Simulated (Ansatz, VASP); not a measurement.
**SiF in VASP and in Ansatz**

```
Si F
1.0
     3.02860    0.00000    0.00000
     0.00000    3.02860    0.00000
     0.00000    0.00000    3.02860
Si F
1 1
Direct
  0.50000 0.50000 0.50000
  0.00000 0.00000 0.00000
```

The cell was built by a generator and needn't be a form met in nature.

Alike in both runs: task relaxation of cell and atoms; functional PBE; k mesh 9 × 9 × 9; occupations fermi-dirac, width 0.05 eV; no spin polarisation.

|  | VASP | Ansatz |
| --- | --- | --- |
| version | VASP 6.6.1 | Ansatz 0.2.0 |
| potentials or method | VASP PAW PBE potentials, release 64 (Si, F) | Ansatz PAW |
| plane-wave cutoff (eV) | 600 | 420 |
| valence electrons in the cell | 11 | 11 |

|  | VASP | Ansatz | Ansatz less VASP |
| --- | --- | --- | --- |
| gap on the k mesh at the Fermi level, each at its own relaxed structure (eV) | none | none | - |
| relaxed volume (Å³/atom) | 13.89 | 13.93 | +0.035 |
| relaxed cell length with the largest relative difference (Å) | 3.029 | 3.031 | +0.0026 |

A gap of «none» marks a metal or a gap that the smearing closes.

Caveats: an odd number of electrons without spin polarisation forces a metal; a magnetic or distorted state may lie lower; the relaxation stopped at its first step, so nothing moved (VASP); the plane-wave basis is chosen anew once the cell has moved, so the energies of steps on either side of that aren't comparable (Ansatz); the pressure holds a Pulay correction of +0.5 GPa for the finite cutoff (Ansatz).
